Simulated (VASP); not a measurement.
Energy against volume of MgF₂ (rutile). Computed with vdW-DF2, VASP's PBE PAW potentials (set 64) (plane waves; VASP 6.6.1). Settings: 520 eV cut-off, 5×5×7 Γ-centred mesh, Gaussian smearing of 0.050 eV, potentials Mg F.

Shape and ions are relaxed at each volume.

```tsv
V (Å³/atom)	E (eV/atom)
10.665	-3.77183
11.006	-3.78358
11.346	-3.78799
11.686	-3.78611
```

Fit these four points and predict the energy of the run at 12.027 Å³/atom.

A cubic in V^(−2/3), the third-order Birch-Murnaghan form, passes through the four points with V0 = 11.41 Å³/atom and B0 = 97 GPa, and gives -3.7788 eV/atom there. The run gave -3.7790 eV/atom, -0.2 meV/atom from the fit; all five points give B0 = 95 GPa.

The compound is MgF2 in the rutile structure. It was relaxed first, which changed the volume by +5 %.
